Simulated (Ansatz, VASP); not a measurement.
**InPt3C: VASP beside Ansatz**

Aim: how closely do two programs agree when they are given the same cell, functional and k mesh? The cell is taken from a series of runs on this material, whose earlier steps may have relaxed, scaled, displaced or heated it; both programs get it as it stands.

Method: plane waves, with VASP 6.6.1 beside it; PBEsol, in Ansatz 0.2.0.

## 1. Set-up

It takes space group P2/c (No. 13, monoclinic). Conventional cell: a = 5.937 Å, b = 4.198 Å, c = 8.396 Å, α = 90.00°, β = 135.00°, γ = 90.00°. Nearest to In lie 12 Pt at 2.94 to 3.00 Å. Nearest to Pt lie 2 C at 2.10 Å and 8 Pt at 2.94 to 3.00 Å and 4 In at 2.94 to 3.00 Å. Nearest to Pt lie 2 C at 2.10 Å and 4 In at 2.95 to 2.98 Å and 8 Pt at 2.95 to 2.98 Å. Nearest to Pt lie 2 C at 2.10 Å and 8 Pt at 2.94 to 3.00 Å and 4 In at 2.97 Å. C has 6 Pt at 2.10 Å nearest. Farther neighbours are not listed.

Structure file:

```cif
data_structure
_symmetry_space_group_name_H-M 'P2/c'
_symmetry_Int_Tables_number 13
_cell_length_a 5.9365
_cell_length_b 4.1978
_cell_length_c 8.3955
_cell_angle_alpha 90.000
_cell_angle_beta 135.000
_cell_angle_gamma 90.000
_cell_volume 147.94
loop_
_atom_site_label
_atom_site_type_symbol
_atom_site_symmetry_multiplicity
_atom_site_Wyckoff_symbol
_atom_site_fract_x
_atom_site_fract_y
_atom_site_fract_z
_atom_site_occupancy
In1 In 2 a 0.00000 0.00000 0.50000 1
Pt1 Pt 2 e 0.50000 0.50953 0.75000 1
Pt2 Pt 2 f 0.00000 0.49535 0.25000 1
Pt3 Pt 2 d 0.50000 0.00000 0.50000 1
C1 C 2 b 0.50000 0.50000 0.50000 1
```

## 2. VASP: single point, PBEsol, pair 1

A single point takes one fixed geometry, so differences don't come from the geometry; what else differs is listed under the comparison.

Lines of VASP's logs that name or quote its potential files are left out, and so is its time.

File INCAR:

```
SYSTEM = InPt3C
PREC = Accurate
ENCUT = 600
EDIFF = 1E-06
NELM = 120
ISMEAR = 1
SIGMA = 0.2
LREAL = .FALSE.
ALGO = Normal
GGA = PS
NBANDS = 58
LASPH = .TRUE.
LORBIT = 11
LWAVE = .FALSE.
LCHARG = .FALSE.
ISIF = 2
GGA_COMPAT = .FALSE.
KPAR = 2
```

File POSCAR:

```
InPt3C
1.0
   -4.1977651068      0.0000000000      0.0000000000
    0.0000000000     -4.1977651068     -4.1977651068
    0.0000000000     -4.1977651068      4.1977651068
In Pt C
2 6 2
Direct
    0.0000000000      0.5000000000      0.5000000000
    0.0000000000      0.0000000000      0.0000000000
    0.5095288800      0.7500000000      0.2500000000
    0.4904711200      0.2500000000      0.7500000000
    0.4953480685      0.7500000000      0.7500000000
    0.5046519315      0.2500000000      0.2500000000
    0.0000000000      0.0000000000      0.5000000000
    0.0000000000      0.5000000000      0.0000000000
    0.5000000000      0.0000000000      0.5000000000
    0.5000000000      0.5000000000      0.0000000000
```

File KPOINTS:

```
Automatic mesh
0
Gamma
8 6 6
0 0 0
```

Potentials, in the order of the species: In_d, Pt and C (PBE family, release 64).

Run with:

```
> mpirun -np 2 vasp_std
```

Numbers of over 12 decimals in the logs are rounded to 6 here.

What it wrote:

```text
[banner, memory and clock lines left out]
running    2 mpi-ranks, on    1 nodes
 distrk:  each k-point on    1 cores,    2 groups
 distr:  one band on    1 cores,    1 groups

 POSCAR found type information on POSCAR InPtC
 POSCAR found :  3 types and      10 ions
|                                                                             |
|               ----> ADVICE to this user running VASP <----                  |
|                                                                             |
|     You enforced a specific xc type in the INCAR file but a different       |
|     [... a line on the potential file left out ...]
|     I HOPE YOU KNOW WHAT YOU ARE DOING!                                     |
|                                                                             |

 LDA part: xc-table for (Slater+PW92), standard interpolation
 POSCAR, INCAR and KPOINTS ok, starting setup
 FFT: planning ... GRIDC
 FFT: planning ... GRID_SOFT
 FFT: planning ... GRID
 WAVECAR not read
 entering main loop
       N       E                     dE             d eps       ncg     rms          rms(c)
DAV:   1     0.109993514214E+04    0.10999E+04   -0.46645E+04 11664   0.215E+03
DAV:   2     0.102826869496E+03   -0.99711E+03   -0.94935E+03 12178   0.560E+02
DAV:   3    -0.545339820459E+02   -0.15736E+03   -0.14246E+03 12484   0.191E+02
DAV:   4    -0.685314643543E+02   -0.13997E+02   -0.13273E+02 15832   0.554E+01
DAV:   5    -0.690567515255E+02   -0.52529E+00   -0.52184E+00 15244   0.105E+01    0.402E+01
DAV:   6    -0.650714628925E+02    0.39853E+01   -0.16949E+01 15012   0.212E+01    0.182E+01
DAV:   7    -0.648074568052E+02    0.26401E+00   -0.20889E+00 14172   0.842E+00    0.104E+01
DAV:   8    -0.647538630081E+02    0.53594E-01   -0.32843E-01 16338   0.304E+00    0.134E+00
DAV:   9    -0.647349026717E+02    0.18960E-01   -0.87476E-02 14752   0.202E+00    0.735E-01
DAV:  10    -0.647336159365E+02    0.12867E-02   -0.27370E-02 14900   0.108E+00    0.383E-01
DAV:  11    -0.647327137359E+02    0.90220E-03   -0.22695E-03 15362   0.306E-01    0.158E-01
DAV:  12    -0.647326085265E+02    0.10521E-03   -0.97091E-04 14310   0.132E-01    0.426E-02
DAV:  13    -0.647326054603E+02    0.30662E-05   -0.68705E-05 15448   0.617E-02    0.141E-02
DAV:  14    -0.647326047743E+02    0.68601E-06   -0.48314E-06 11518   0.163E-02
   1 F= -.64732605E+02 E0= -.64731694E+02  d E =-.273240E-02
```

OUTCAR, selected parts (step 2):

```text
ion  position               nearest neighbor table
   1  0.000  0.500  0.500-   3 2.94   4 2.94   5 2.95   6 2.95   7 2.97   8 2.97   8 2.97   7 2.97
                             6 2.98   5 2.98   4 3.00   3 3.00
   2  0.000  0.000  0.000-   3 2.94   4 2.94   5 2.95   6 2.95   7 2.97   8 2.97   7 2.97   8 2.97
                             6 2.98   5 2.98   4 3.00   3 3.00
   3  0.510  0.750  0.250-   9 2.10  10 2.10   7 2.94   8 2.94   1 2.94   2 2.94   6 2.97   6 2.97
                             5 2.97   5 2.97   1 3.00   2 3.00   7 3.00   8 3.00
   4  0.490  0.250  0.750-   9 2.10  10 2.10   7 2.94   8 2.94   1 2.94   2 2.94   5 2.97   5 2.97
                             6 2.97   6 2.97   7 3.00   8 3.00   1 3.00   2 3.00
   5  0.495  0.750  0.750-   9 2.10  10 2.10   7 2.95   8 2.95   1 2.95   2 2.95   4 2.97   4 2.97
                             3 2.97   3 2.97   7 2.98   8 2.98   1 2.98   2 2.98
   6  0.505  0.250  0.250-   9 2.10  10 2.10   7 2.95   8 2.95   1 2.95   2 2.95   3 2.97   3 2.97
                             4 2.97   4 2.97   1 2.98   2 2.98   7 2.98   8 2.98
   7  0.000  0.000  0.500-   9 2.10   9 2.10   3 2.94   4 2.94   5 2.95   6 2.95   1 2.97   2 2.97
                             1 2.97   2 2.97   5 2.98   6 2.98   3 3.00   4 3.00
   8  0.000  0.500  0.000-  10 2.10  10 2.10   3 2.94   4 2.94   5 2.95   6 2.95   1 2.97   1 2.97
                             2 2.97   2 2.97   5 2.98   6 2.98   3 3.00   4 3.00
   9  0.500  0.000  0.500-   7 2.10   7 2.10   5 2.10   6 2.10   3 2.10   4 2.10
  10  0.500  0.500  0.000-   8 2.10   8 2.10   5 2.10   6 2.10   3 2.10   4 2.10

  LATTYP: Found a simple tetragonal cell.
 ALAT       =     5.9365363457
 C/A-ratio  =     0.7071067812

 Subroutine GETGRP returns: Found  4 space group operations
 (whereof  2 operations were pure point group operations)

The static configuration has the point symmetry S_2 .
 The point group associated with its full space group is C_2h.

 Found    100 irreducible k-points:

   k-points           NKPTS =    100   k-points in BZ     NKDIM =    100   number of bands    NBANDS=     58

   dimension x,y,z NGX =    36 NGY =   48 NGZ =   48
   dimension x,y,z NGXF=    72 NGYF=   96 NGZF=   96

   ENCUT  =  600.0 eV  44.10 Ry    6.64 a.u.   8.38 11.86 11.86*2*pi/ulx,y,z

   NELECT =      94.0000    total number of electrons

 k-points in reciprocal lattice and weights: Automatic mesh
   0.00000000  0.00000000  0.00000000       0.003
   0.12500000  0.00000000  0.00000000       0.007
   0.25000000  0.00000000  0.00000000       0.007
   0.37500000  0.00000000  0.00000000       0.007
   0.50000000  0.00000000  0.00000000       0.003
   0.00000000  0.16666667  0.00000000       0.007
   0.00000000  0.00000000  0.16666667       0.007
   0.12500000  0.16666667  0.00000000       0.014
   0.12500000  0.00000000  0.16666667       0.014
[...]
0.37500000  0.50000000  0.50000000       0.007
   0.50000000  0.50000000  0.50000000       0.003

 average (electrostatic) potential at core
       1 -90.8760       2 -90.8760       3 -63.4478       4 -63.4478       5 -63.4399
       6 -63.4399       7 -63.4434       8 -63.4434       9 -45.9213      10 -45.9213

 E-fermi :  10.7236

 k-point     1 :       0.0000    0.0000    0.0000
  band No.  band energies     occupation
    ...
     44       9.7908      2.00000
     45       9.7960      2.00000
     46       9.8015      2.00000
     47      10.2651      2.00556
     48      10.2706      2.00620
     49      11.6592     -0.00000
     50      12.1941     -0.00000
     51      12.1975     -0.00000
     52      12.2175     -0.00000
     53      12.9206     -0.00000
    ...

 k-point     2 :       0.1250    0.0000    0.0000
  band No.  band energies     occupation
    ...
     44       9.7962      2.00000
     45       9.8804      2.00000
     46       9.8986      2.00000
     47      10.2413      2.00341
     48      10.2460      2.00376
     49      11.2542     -0.00114
     50      11.7742     -0.00000
     51      12.4857     -0.00000
     52      12.4904     -0.00000
     53      13.6302     -0.00000
    ...

 k-point     3 :       0.2500    0.0000    0.0000
  band No.  band energies     occupation
    ...
     44       9.7965      2.00000
     45      10.1119      2.00013
     46      10.1355      2.00026
     47      10.1397      2.00029
     48      10.1405      2.00030
     49      11.2732     -0.00071
     50      11.7588     -0.00000
     51      13.2278     -0.00000
     52      13.2314     -0.00000
     53      13.2463     -0.00000
    ...

  Total        0.2333453      0.0741699      0.2080046      0.0000000      0.0055032      0.0000000
  in kB        2.5271161      0.8032562      2.2526781      0.0000000      0.0595995      0.0000000
  external PRESSURE =       1.8610168 kB  Pullay stress =       0.0000000 kB

  energy-cutoff  :      600.00
  volume of cell :      147.94
      direct lattice vectors                 reciprocal lattice vectors
    -4.197765107  0.000000000  0.000000000    -0.238222000  0.000000000  0.000000000
     0.000000000 -4.197765107 -4.197765107     0.000000000 -0.119111000 -0.119111000
     0.000000000 -4.197765107  4.197765107     0.000000000 -0.119111000  0.119111000

 POSITION                                       TOTAL-FORCE (eV/Angst)
 -----------------------------------------------------------------------------------
      0.00000     -4.19777      0.00000         0.000000     -0.000000     -0.000000
      0.00000      0.00000      0.00000         0.000000     -0.000000     -0.000000
     -2.13888     -4.19777     -2.09888        -0.275240      0.000000      0.000000
     -2.05888     -4.19777      2.09888         0.275240      0.000000     -0.000000
     -2.07935     -6.29665      0.00000         0.138476     -0.000000      0.000000
     -2.11841     -2.09888      0.00000        -0.138476      0.000000     -0.000000
      0.00000     -2.09888      2.09888         0.000000     -0.000000     -0.000000
      0.00000     -2.09888     -2.09888         0.000000     -0.000000     -0.000000
     -2.09888     -2.09888      2.09888         0.000000     -0.000000     -0.000000
     -2.09888     -2.09888     -2.09888         0.000000     -0.000000     -0.000000
 -----------------------------------------------------------------------------------
    total drift:                               -0.000000     -0.000000      0.000000

  FREE ENERGIE OF THE ION-ELECTRON SYSTEM (eV)
  ---------------------------------------------------
  free  energy   TOTEN  =       -64.7326047743 eV

  energy  without entropy=      -64.7298723727  energy(sigma->0) =      -64.73169397

 total charge
# of ion       s       p       d       tot
------------------------------------------
    1        0.749   0.659   9.914  11.322
    2        0.749   0.659   9.914  11.322
    3        0.582   0.594   8.234   9.409
    4        0.582   0.594   8.234   9.409
    5        0.581   0.593   8.235   9.409
    6        0.581   0.593   8.235   9.409
    7        0.582   0.594   8.234   9.410
    8        0.582   0.594   8.234   9.410
    9        0.836   1.485   0.000   2.321
   10        0.836   1.485   0.000   2.321
--------------------------------------------------
tot          6.659   7.852  69.233  83.744

[... 3 further parts left out ...]
```

The run ends at a pressure of 0.19 GPa, with forces up to 0.28 eV/Å.

## 3. Ansatz: single point, PBEsol, pair 1

Ansatz runs on its PAW soft_1 files.

The same cell, functional, mesh and smearing now go to Ansatz, which takes its cutoff from its data sets.

File input.yaml:

```yaml
crystal:
  lattice:
    - [-4.1977651068, 0.0, 0.0]
    - [0.0, -4.1977651068, -4.1977651068]
    - [0.0, -4.1977651068, 4.1977651068]
  atoms:
    - { symbol: In, position: [0.0, 0.5, 0.5] }
    - { symbol: In, position: [0.0, 1.0, 1.0] }
    - { symbol: Pt, position: [0.50952888, 0.75, 0.25] }
    - { symbol: Pt, position: [0.49047112, 0.25, 0.75] }
    - { symbol: Pt, position: [0.4953480685, 0.75, 0.75] }
    - { symbol: Pt, position: [0.5046519315, 0.25, 0.25] }
    - { symbol: Pt, position: [1.0, 0.0, 0.5] }
    - { symbol: Pt, position: [1.0, 0.5, 0.0] }
    - { symbol: C, position: [0.5, 0.0, 0.5] }
    - { symbol: C, position: [0.5, 0.5, 0.0] }
kpoints:
  mp_grid: { grid: [8, 6, 6] }
hamiltonian:
  xc: pbesol
  pseudopotentials: { kind: paw, azcp: { folder: soft_1 }, xc_functional: pbe }
scf:
  occupations: { method: methfessel_paxton, width: 0.2 }
output:
  forces: true
  stress: true
  eigenvalues: true
```

Run with:

```
> ansatz run input.yaml --threads 4 --pin off --max-ram 10240MiB --backend cpu --events-out ev --progress --plain --runs-dir out
```

What it wrote:

```text
Engine: ansatz 0.2.0, aarch64-unknown-linux-gnu
Pseudopotentials: kind: paw
Pseudopotential: In, paw, valence charge 13, recommended cutoff 420 eV (normal), soft_1/In.paw.azcp
Pseudopotential: Pt, paw, valence charge 18, recommended cutoff 420 eV (normal), soft_1/Pt.paw.azcp
Pseudopotential: C, paw, valence charge 4, recommended cutoff 420 eV (normal), soft_1/C.paw.azcp
Functional definition: PBEsol
  exchange = pbesol_x
  correlation = pbesol_c
Crystal: 10 atoms, lattice volume = 147.940 Å³
Basis set: ecut = 420 eV, 2871 PW (Γ), exchange–correlation on 60×80×80 points (8 copies of the dense FFT grid, shifted against one another)
Bands: 86, of which v1, the nominal top of the filled ones, is band 71 counted from 1 (70 counted from 0)
Symmetry: 4 space group operations
Space group: P2/c (ITA 13), of the structure as read, at distance tolerance 5.3e-5 Å
k-points: 100 of 288
Non-local potential: In, projectors of the file, l = 0: 2, l = 1: 2, l = 2: 2, l = 3: 1
Non-local potential: Pt, projectors of the file, l = 0: 3, l = 1: 2, l = 2: 2, l = 3: 1
Non-local potential: C, projectors of the file, l = 0: 2, l = 1: 2, l = 2: 1
PAW form: soft (Blöchl's): semilocal exchange-correlation on the pseudo side does not see the compensation charge
PAW frozen core: In, regenerated for the run's functional, and the local potential with it (the file was generated under x = pbe(κ = 0.804, μ = 0.219515), c = pbe(β = 0.066725))
PAW frozen core: Pt, regenerated for the run's functional, and the local potential with it (the file was generated under x = pbe(κ = 0.804, μ = 0.219515), c = pbe(β = 0.066725))
PAW frozen core: C, regenerated for the run's functional, and the local potential with it (the file was generated under x = pbe(κ = 0.804, μ = 0.219515), c = pbe(β = 0.066725))
PAW one-centre angular grid: In, 590 points (default); XC on 64 Gauss nodes
PAW one-centre angular grid: Pt, 590 points (default); XC on 64 Gauss nodes
PAW one-centre angular grid: C, 110 points (default); XC on 64 Gauss nodes
Initial density: superposition of atomic densities (chi_scale 0.1, normalization cell, long waves kept (reshape's long-wave potential 0.00 eV rms))
Initial wavefunctions: pseudopotential atomic-orbital guess
Functional: x = pbesol(κ = 0.804, μ = 0.123457), c = pbesol(β = 0.046)
SCF iter   1: F=—  HF=-85859.540609 eV  |F-HF|=—  |Δ(HF+E_count)|=         —  Δρ=1.08e-1  dr2=2.18e1  ethr=3.10e-3  ⟨swp⟩=5.3  Hψ=27941  notcnv=0
preconditioner: auto → Kerker (q_TF=auto, 2.710 Å⁻¹)  [metal: Δε(μ)=0.010 eV  Ē_g=10.838 eV  σ=0.200 eV  W_gap=0.04  n_scr=46 (ndim 8)  ℏωp=29.6 eV  f_vac=0.000  D(μ)=9.18/eV (n_scr^D=104)]
SCF iter   2: F=—  HF=-85855.700694 eV  |F-HF|=—  |Δ(HF+E_count)|=    3.84e0  S|Δr|=    0.00e0  Δρ=5.37e-2  dr2=5.56e0  ethr=3.10e-3  ⟨swp⟩=2.0  Hψ=13561  notcnv=0  defer=480
SCF iter   3: F=—  HF=-85854.360743 eV  |F-HF|=—  |Δ(HF+E_count)|=    1.34e0  S|Δr|=    0.00e0  Δρ=8.53e-3  dr2=1.44e-1  ethr=3.10e-3  ⟨swp⟩=2.0  Hψ=12785  notcnv=0  defer=480
SCF iter   4: F=—  HF=-85854.328324 eV  |F-HF|=—  |Δ(HF+E_count)|=   3.24e-2  S|Δr|=    0.00e0  Δρ=1.82e-3  dr2=6.38e-3  ethr=1.01e-4  ⟨swp⟩=1.4  Hψ=10090  notcnv=0  defer=480
SCF iter   5: F=—  HF=-85854.326838 eV  |F-HF|=—  |Δ(HF+E_count)|=   1.49e-3  S|Δr|=    0.00e0  Δρ=5.56e-4  dr2=1.19e-3  ethr=4.49e-6  ⟨swp⟩=2.0  Hψ=11075  notcnv=0  defer=480
SCF iter   6: F=—  HF=-85854.326491 eV  |F-HF|=—  |Δ(HF+E_count)|=   3.47e-4  S|Δr|=    0.00e0  Δρ=1.80e-4  dr2=9.74e-5  ethr=8.38e-7  ⟨swp⟩=2.0  Hψ=12031  notcnv=0  defer=480
SCF iter   7: F=—  HF=-85854.326377 eV  |F-HF|=—  |Δ(HF+E_count)|=   1.14e-4  S|Δr|=    0.00e0  Δρ=4.16e-5  dr2=2.80e-6  ethr=6.86e-8  ⟨swp⟩=2.0  Hψ=11087  notcnv=0  defer=480
SCF iter   8: F=-85854.326377 eV  HF=-85854.326377 eV  |F-HF|=7.86e-10  |Δ(HF+E_count)|=   5.28e-7  S|Δr|=    0.00e0  Δρ=6.75e-6  dr2=4.26e-8  ethr=7.04e-11  ⟨swp⟩=9.1  Hψ=39263  notcnv=0
SCF 1 converged in 8 iterations: F = -85854.326377 eV  dr2 = 4.26e-8
  greatest PAW one-centre occupation: 1.000 electrons in one spin orbital (limit 2), on the Pt atom at site 7 (counted from 0), in its partial waves of l = 0
SCF converged after 8 iterations
Stability not checked: this state was not tested for a lower state beside it, because cold or Methfessel-Paxton smearing, or corrected tetrahedra, fill the levels in a way that the test cannot read (fill_not_monotonic; see scf.lower_state_search)
Free energy (F): -85854.326377 eV
Harris-Foulkes:  -85854.326377 eV  (|F-HF|=7.86e-10)
Internal energy: -85854.323999 eV  (E = F + TS)
E sigma→0 (E₀):  -85854.325782 eV
Entropy (-TS):   -0.002377 eV (-0.238 meV/atom)
Fermi energy:    19.415654 eV
--- Per-component energies (eV) ---
  E_band       = -984.811740
  E_kinetic    = 4202.502962
  E_local      = -11919.614442  (includes V_loc(G=0)·N_el)
  E_nonlocal   = 1951.007829
  E_hartree    = 4598.243147
  E_xc         = -1762.097305
  E_vxc        = -1919.739985  (∫ρ·V_xc dr)
  E_paw        = -64548.237346  (= ΣΔE_a)
  E_vpaw       = -2495.459789  (= ΣTr[D̂ρ^β])
  E_aug_tail   = 0.006789  (compensation charges beyond the density's cutoff)
  E_ewald      = -18378.371827
  E_core_change = 2.236195  (= ΣΔE_core)
  E_smearing   = -0.002377  (= −TS)
  E_closure    = -0.000000  (closes the sum)
  Σ components = -85854.326377   (vs F -85854.326377, Δ=0.00e0)
--- Forces (eV/Å), atoms counted from 1 ---
  atom   1  In     0.00000000     0.00000000    -0.00000000
  atom   2  In     0.00000000     0.00000000     0.00000000
  atom   3  Pt    -0.27421670     0.00000000     0.00000000
  atom   4  Pt     0.27421670     0.00000000     0.00000000
  atom   5  Pt     0.13792133     0.00000000     0.00000000
  atom   6  Pt    -0.13792133     0.00000000     0.00000000
  atom   7  Pt     0.00000000     0.00000000    -0.00000000
  atom   8  Pt     0.00000000     0.00000000     0.00000000
  atom   9  C      0.00000000     0.00000000     0.00000000
  atom  10  C      0.00000000    -0.00000000     0.00000000
  max |Σ_I F_I| component: 3.94e-31 eV/Å
--- Stress (GPa, compression-positive) ---
        0.068256       0.000000       0.000000
        0.000000      -0.104005       0.006174
        0.000000       0.006174       0.037116
  P = ⅓ Tr σ = 0.0005 GPa (0.005 kbar)
--- Band table (eV; the first three rows and the last of 100) ---
  k-point 0: bands = [... 67 lower, 18.4836, 18.4885, 18.4940, 18.9524, 18.9578, 20.3585, 20.8818, 20.8851, ... 11 higher]
  k-point 1: bands = [... 67 lower, 18.4172, 18.6182, 18.6426, 18.9687, 19.1524, 20.2329, 20.4515, 21.0991, ... 11 higher]
  k-point 2: bands = [... 67 lower, 18.2002, 18.8836, 18.9907, 19.0458, 19.4980, 19.9056, 20.0293, 21.8026, ... 11 higher]
  k-point 99: bands = [... 67 lower, 17.9119, 18.9414, 18.9532, 18.9599, 18.9612, 20.3934, 20.4146, 21.5978, ... 11 higher]
```

The column dr2 measures how far the density is from self-consistency, as an energy; F and HF (Harris–Foulkes) agree once it is small.

The run ends at a pressure of 0.00 GPa, with forces up to 0.27 eV/Å.

## 4. Side by side

Known differences besides the potentials themselves: the data sets hold 142 valence electrons in Ansatz (on its PAW soft_1 files) and 94 in VASP; the cutoff is 420 eV in Ansatz and 600 eV in VASP; Ansatz makes its cores anew for this functional, VASP keeps those of its PBE data sets. Total energies have different zeros and are not compared.

Compared:

| quantity | Ansatz | VASP | difference |
| --- | --- | --- | --- |
| pressure (GPa) | 0.00 | 0.19 | -0.19 |

Forces (eV/Å; atoms numbered as in POSCAR):

| atom | Ansatz x, y, z | VASP x, y, z |
| --- | --- | --- |
| In1 | 0.000, 0.000, 0.000 | 0.000, 0.000, 0.000 |
| In2 | 0.000, 0.000, 0.000 | 0.000, 0.000, 0.000 |
| Pt3 | -0.274, 0.000, 0.000 | -0.275, 0.000, 0.000 |
| Pt4 | 0.274, 0.000, 0.000 | 0.275, 0.000, 0.000 |
| Pt5 | 0.138, 0.000, 0.000 | 0.138, 0.000, 0.000 |
| Pt6 | -0.138, 0.000, 0.000 | -0.138, 0.000, 0.000 |
| Pt7 | 0.000, 0.000, 0.000 | 0.000, 0.000, 0.000 |
| Pt8 | 0.000, 0.000, 0.000 | 0.000, 0.000, 0.000 |
| C9 | 0.000, 0.000, 0.000 | 0.000, 0.000, 0.000 |
| C10 | 0.000, 0.000, 0.000 | 0.000, 0.000, 0.000 |

The forces differ by 0.3 meV/Å r.m.s., which is 0.4 % of the r.m.s. force of 0.080 eV/Å (both taken over all components).

(Continued in part 2 of 2.)

[Lines on the potential files, build, host, timing and source positions are cut from VASP's logs without a mark.]

[Logs are printed without paths, hosts, clocks, repeated set-up lines and the standing remarks that a program may print on its own settings, such as how far it seeks lower states.]

[Hosts, paths, dates, database ids (printed as entryN), source tags and the programs' standing remarks are cut or masked in the printed files.]
